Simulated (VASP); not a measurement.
Output of a VASP run:

File OSZICAR:
```
       N       E                     dE             d eps       ncg     rms          rms(c)
DAV:   1     0.612618003866E+03    0.61262E+03   -0.23816E+04  8277   0.274E+03
DAV:   2     0.571796939478E+02   -0.55544E+03   -0.54701E+03  7392   0.656E+02
DAV:   3    -0.425787940228E+02   -0.99758E+02   -0.98566E+02 11308   0.214E+02
DAV:   4    -0.512115865842E+02   -0.86328E+01   -0.85242E+01 10622   0.613E+01
DAV:   5    -0.516818660709E+02   -0.47028E+00   -0.46973E+00 11247   0.127E+01    0.260E+01
DAV:   6    -0.436836793976E+02    0.79982E+01   -0.58056E+01  9753   0.519E+01    0.868E+00
DAV:   7    -0.435560642647E+02    0.12762E+00   -0.54471E+00 10404   0.155E+01    0.548E+00
DAV:   8    -0.436289351080E+02   -0.72871E-01   -0.16196E+00 10578   0.119E+01    0.332E+00
DAV:   9    -0.435198334807E+02    0.10910E+00   -0.11682E+00 10178   0.686E+00    0.107E+00
DAV:  10    -0.435177682860E+02    0.20652E-02   -0.11397E-01 10495   0.261E+00    0.486E-01
DAV:  11    -0.435186183733E+02   -0.85009E-03   -0.16472E-02 10124   0.121E+00    0.256E-01
DAV:  12    -0.435187253620E+02   -0.10699E-03   -0.48225E-03 10212   0.726E-01    0.187E-01
DAV:  13    -0.435188301758E+02   -0.10481E-03   -0.15900E-03 10450   0.413E-01    0.342E-02
DAV:  14    -0.435188449002E+02   -0.14724E-04   -0.19679E-04  9738   0.140E-01    0.180E-02
DAV:  15    -0.435188465183E+02   -0.16182E-05   -0.23714E-05 10676   0.502E-02    0.578E-03
DAV:  16    -0.435188472159E+02   -0.69752E-06   -0.34388E-06  7324   0.195E-02
   1 F= -.43518847E+02 E0= -.43401703E+02  d E =-.234289E+00
```

File OUTCAR:
```
------------------------ aborting loop because EDIFF is reached ----------------------------------------
  FORCE on cell =-STRESS in cart. coord.  units (eV):
  Direction    XX          YY          ZZ          XY          YZ          ZX
  --------------------------------------------------------------------------------------
  Total        1.8654685      2.5656269      1.9536516     -0.0126350      0.0477050      0.2469913
  in kB       45.5500456     62.6461512     47.7032553     -0.3085151      1.1648351      6.0309069
  external PRESSURE =      51.9664840 kB  Pullay stress =       0.0000000 kB
  volume of cell :       65.62
      direct lattice vectors                 reciprocal lattice vectors
     4.033387000  0.000000000  0.000000000     0.247930585  0.000000000  0.000000000
     0.000000000  4.033387000  0.000000000     0.000000000  0.247930585  0.000000000
     0.000000000  0.000000000  4.033387000     0.000000000  0.000000000  0.247930585
 POSITION                                       TOTAL-FORCE (eV/Angst)
 -----------------------------------------------------------------------------------
      4.02733      0.00880      3.95744         0.071845      0.069562      0.565199
      2.01327      2.09981      2.04234        -1.517337     -2.158324     -1.178713
      3.95898      2.00507      2.01744         2.291585     -0.378640     -0.022951
      2.04909      1.98181      4.01186        -0.335532     -0.166765      1.280982
      2.06820      3.98798      2.08777        -0.510561      2.634167     -0.644517
 -----------------------------------------------------------------------------------
    total drift:                               -0.000389      0.001336     -0.000004
  FREE ENERGIE OF THE ION-ELECTRON SYSTEM (eV)
  ---------------------------------------------------
  free  energy   TOTEN  =       -43.5188472159 eV

  energy  without entropy=      -43.2845583449  energy(sigma->0) =      -43.40170278
```
(Selected blocks of OUTCAR.)

**POSCAR**
```
Ti3GeN
1
    4.0333870000     0.0000000000     0.0000000000
    0.0000000000     4.0333870000     0.0000000000
    0.0000000000     0.0000000000     4.0333870000
Ge N Ti
1 1 3
Direct
 -0.0015020000   0.0021810000  -0.0188290000
  0.4991500000   0.5206080000   0.5063590000
 -0.0184490000   0.4971180000   0.5001850000
  0.5080310000   0.4913510000  -0.0053360000
  0.5127700000  -0.0112570000   0.5176210000
```

### Question
Reconstruct the remaining input files.

### Answer
This is not unique; one that fits is the input of the run itself, PBEsol GGA, plane waves, VASP's PBE PAW potentials (set 64).

File KPOINTS:
```
kpoints
0
Gamma
  6 6 6
```

### INCAR
```
SYSTEM = Ti3GeN
PREC = Accurate; ENCUT = 400; LREAL = F
LASPH = T
EDIFF = 1E-6; NELM = 100; ALGO = Normal
LMAXMIX = 4
ISMEAR = -1; SIGMA = 0.1
GGA = PS
ISIF = 2
LWAVE = F; LCHARG = F
```

POTCAR, in this order: Ge_d N Ti_sv (PBE.64 set). Program: vasp_std.

At this cut-off the stress carries a Pulay error, which pulls relaxed volumes low.

The structure was generated: Ti3GeN was put into an ordered model structure, which need not be its known phase. The cell was not relaxed at this level, atoms are displaced from their ideal sites. The electron count is odd and the run is not spin-polarised, which forces a metal.
